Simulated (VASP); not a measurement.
Consider the following.

```xyz
3
Lattice="0.0000 2.6509 2.6509 2.6509 0.0000 2.6509 2.6509 2.6509 0.0000" Properties=species:S:1:pos:R:3 pbc="T T T"
Co     0.0000     0.0000     0.0000
Si     1.3255     1.3255     1.3255
Si     3.9764     3.9764     3.9764
```

The numbers are results of PBE GGA with D3 dispersion (Becke-Johnson damping), VASP's PBE PAW potentials (set 64) (plane waves; VASP 6.6.1), not measurements. Numerical set-up: 520 eV cut-off, 11×11×11 Γ-centred mesh, tetrahedra with Blöchl corrections, potentials Co Si.

Tabulate the total density of states (states/eV per cell) against energy (eV; zero at the valence-band maximum or, without a gap, the Fermi level).

```
E (eV)  DOS (states/eV)
------  ---------------
-9.98              0.72
-9.62              0.60
-9.26              0.67
-8.90              0.70
-8.66              0.63
-8.30              1.00
-7.94              0.73
-7.58              0.65
-7.22              0.70
-6.86              0.73
-6.50              0.77
-6.14              0.75
-5.90              0.73
-5.54              0.85
-5.18              0.98
-4.82              1.09
-4.46              1.49
-4.10              3.35
-3.74              3.14
-3.38              1.50
-3.14              1.62
-2.78              1.50
-2.42              1.67
-2.06              3.97
-1.70              5.56
-1.34              3.06
-0.98              2.34
-0.62              2.80
-0.38              1.92
-0.02              1.06
0.34               0.73
0.70               0.53
1.06               0.42
1.42               0.28
1.78               0.73
2.14               1.34
2.38               1.99
2.74               1.83
3.10               0.53
3.46               0.34
```
Within 2 eV below the Fermi level the largest weight inside VASP's projection spheres is Co d.

The compound is CoSi2 in the fluorite structure. It was relaxed first. The run is not spin-polarised, so no magnetic state was tried. The electron count is odd and the run is not spin-polarised, which forces a metal.
